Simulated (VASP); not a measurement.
Consider the following.

```yaml
crystal:
  lattice:
    - [0.00000, 3.13272, 3.13272]
    - [3.13272, 0.00000, 3.13272]
    - [3.13272, 3.13272, 0.00000]
  atoms:
    - { symbol: Mg, position: [0.75000, 0.75000, 0.75000] }
    - { symbol: Mg, position: [0.25000, 0.25000, 0.25000] }
    - { symbol: Ge, position: [0.00000, 0.00000, 0.00000] }
```

All values below come from LDA (Ceperley-Alder, Perdew-Zunger), VASP's LDA PAW potentials (set 64) (plane waves; VASP). Numerical set-up: 400 eV cut-off, Gaussian smearing of 0.050 eV, potentials Mg Ge_d.

Problem. Give the energies of bands 7 to 12 at the high-symmetry points, in eV from the valence-band maximum.

Solution. 
| band | Γ | X | U | L | W |
|---|---|---|---|---|---|
| 7 | 0.00 | -4.68 | -4.23 | -5.03 | -3.80 |
| 8 | 0.00 | -2.08 | -3.64 | -0.76 | -3.80 |
| 9 | 0.00 | -2.08 | -1.74 | -0.76 | -2.83 |
| 10 | 1.24 | 0.09 | 0.71 | 1.15 | 2.81 |
| 11 | 2.92 | 0.61 | 3.23 | 2.82 | 3.87 |
| 12 | 2.92 | 8.14 | 6.26 | 2.82 | 3.93 |

The gap is indirect, 0.09 eV, from the valence maximum at Γ to the conduction minimum at X.

The structure comes from a computed database's Mg2Ge entry (Fm-3m); how it stands against other phases isn't given here. It was relaxed first.
